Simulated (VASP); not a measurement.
Input of a VASP 6.6.1 run:

File POSCAR:

```
CsSi3
1.0
    4.0788500000      0.0000000000      0.0000000000
   -2.0394200000      3.5323900000      0.0000000000
    0.0000000000      0.0000000000      7.5518000000
Cs Si
1 3
Direct
    0.0000000000      0.0000000000      0.5000000000
    0.0000000000      0.0000000000      0.0000000000
    0.3333300000      0.6666700000      0.1090400000
    0.6666700000      0.3333300000      0.8909600000
```

Contents of INCAR.step1:

```
SYSTEM = CsSi3
ALGO = Normal ; EDIFF = 1E-5
ENCUT = 520 ; GGA = PE
ISIF = 2 ; ISMEAR = -1
LASPH = .True. ; LREAL = .False.
LWAVE = .True. ; NELM = 100
PREC = Accurate ; SIGMA = 0.05
```

The input INCAR.step2:

```
SYSTEM = CsSi3
AEXX = 0.3 ; ALGO = Normal
EDIFF = 1E-6 ; ENCUT = 520
GGA = PE ; HFSCREEN = 0.2
ISIF = 2 ; ISMEAR = -1
ISTART = 1 ; LASPH = .True.
LCHARG = .False. ; LHFCALC = .True.
LREAL = .False. ; LWAVE = .False.
NELM = 100 ; PREC = Accurate
PRECFOCK = Fast ; SIGMA = 0.05
```

File KPOINTS:

```
k-points
0
Gamma
  4 4 2
  0 0 0
```

Potentials or basis: VASP PAW PBE potentials, release 64 (Cs_sv, Si).

Command:

```bash
$ cat potpaw_PBE.64/Cs_sv/POTCAR potpaw_PBE.64/Si/POTCAR > POTCAR
$ cp INCAR.step1 INCAR
$ mpirun -np 1 vasp_std > vasp.out
$ cp INCAR.step2 INCAR
$ mpirun -np 1 vasp_std > vasp.out
```

**Question.** What does it give for the largest force?

**Answer.** 0.488 eV/Å.

**Question.** Estimate the pressure.

**Answer.** -0.6 GPa.

Forces on the atoms (eV/Å):
```
Cs   0.000  0.000  0.000
Si   0.000  0.000  0.000
Si   0.000  0.000  0.488
Si   0.000  0.000 -0.488
```

Caveat: the k mesh is coarse (spacing up to 0.44 Å⁻¹), so the values aren't converged, least of all with exact exchange; the PAW data sets were made with another functional, which shifts forces and pressure a little. The run has no spin-orbit coupling, so splittings on Cs are missing.
